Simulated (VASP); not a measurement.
Something may be wrong with this VASP 6.6.1 calculation of BaCu3.

INCAR

```
ALGO = Normal
EDIFF = 1E-6
ENCUT = 500
GGA = PE
HFSCREEN = 0.2
ISIF = 2
ISMEAR = 1
LASPH = T
LCHARG = F
LHFCALC = T
LREAL = F
LWAVE = F
NBANDS = 30
NELM = 61
PREC = Accurate
PRECFOCK = Fast
SIGMA = 0.2
```

File KPOINTS:

```
k-points
0
Gamma
  2 2 2
```

File POSCAR:

```
BaCu3
1.0
    9.4571800000      0.0000000000      0.0000000000
   -4.7285900000      8.1901600000      0.0000000000
    0.0000000000      0.0000000000      7.9164800000
Ba Cu
1 3
Direct
    0.0000000000      0.0000000000      0.0000000000
    0.4680071700      0.0000000000      0.0000000000
    0.0000000000      0.4680071700      0.0000000000
    0.5319928300      0.5319928300      0.0000000000
```

Potentials or basis: VASP PAW PBE potentials, release 64 (Ba_sv, Cu).

Command:

```console
$ cat potpaw_PBE.64/Ba_sv/POTCAR potpaw_PBE.64/Cu/POTCAR > POTCAR
$ mpirun -np 1 vasp_std > vasp.out
```

OUTCAR:

```text
EDIFF = 1E-6
   ENCUT = 500
   GGA = PE
   HFSCREEN = 0.2
   ISIF = 2
   ISMEAR = 1
   LASPH = T
   LHFCALC = T
   LREAL = F
   NELM = 61
   PREC = Accurate
   PRECFOCK = Fast

 ion  position               nearest neighbor table
   1  0.000  0.000  0.000-
   2  0.468  0.000  0.000-
   3  0.000  0.468  0.000-
   4  0.532  0.532  0.000-

  LATTYP: Found a hexagonal cell.
 ALAT       =     9.4571800000
 C/A-ratio  =     0.8370867426

  Lattice vectors:

 A1 = (   9.4571800000,   0.0000000000,   0.0000000000)
 A2 = (  -4.7285900000,   8.1901600000,   0.0000000000)
[... 127 lines left out ...]
   EFERMI_NEDOS =   21; number of points for ismear=-14 and -15
   IALGO  =     38    algorithm
   IMIX   =      1    mixing-type and parameters
     AMIX     =   0.40;   BMIX     =  1.00
     AMIX_MAG =   1.60;   BMIX_MAG =  1.00
  volume/ion in A,a.u.               =     153.29      1034.48
  Fermi-wavevector in a.u.,A,eV,Ry     =   0.675101  1.275756  6.201015  0.455762
  Thomas-Fermi vector in A             =   1.752017
   LORBIT       =      0    0 simple, 1 ext, 2 COOP (PROOUT), +10 PAW based schemes
   GGA     = PE    functional components
   LHFCALC =     T    Hartree Fock is set to
   PRECFOCK=fast      Normal, Fast or Accurate (Low or Medium for compatibility)
   ENCUT4O =  -1.0   cutoff for four orbital integrals eV
   NKREDX  =     1    reduce k-point grid by
   NKREDY  =     1    reduce k-point grid by
   NKREDZ  =     1    reduce k-point grid by
   AEXX    =    0.2500 exact exchange contribution
   HFSCREEN=    0.2000 screening length (either q_TF or 0.3 A-1)
   HFSCREENC=   0.2000 screening length for correlation (either q_TF or 0.3 A-1)
   ENCUTFOCK=  -1.0 apply spherical cutoff to Coloumb kernel
   IVDW    =     0    specifies the selected vdW correction
   LEPSILON=     F    determine dielectric tensor
   LRPA    =     F    only Hartree local field effects (RPA)
 non-spin polarized calculation
 Methfessel and Paxton  Order N= 1 SIGMA  =   0.20
  energy-cutoff  :      500.00
  volume of cell :      613.18
 maximum number of plane-waves:     15617
 NGX is ok and might be reduce to    70
  NGX = 36; NGY = 36; NGZ = 30

 number of electron      43.0000022 magnetization

 Free energy of the ion-electron system (eV)
  ---------------------------------------------------
  ext. energy  EPLUGINS =         0.00000000
  ---------------------------------------------------
  free energy    TOTEN  =        -4.03432921 eV

  energy without entropy =       -3.96850612  energy(sigma->0) =       -4.01238818

------------------------ aborting loop because hard stop was set ---------------------------------------
```

On the terminal:

```text
POSCAR found type information on POSCAR BaCu
 POSCAR found :  2 types and       4 ions
[... 26 lines left out ...]

 soft stop encountered!  aborting job ...
```

Diagnose the run.

The calculation hadn't finished when its time ran out. The input holds a flaw that was put in on purpose: cell typed in bohr.
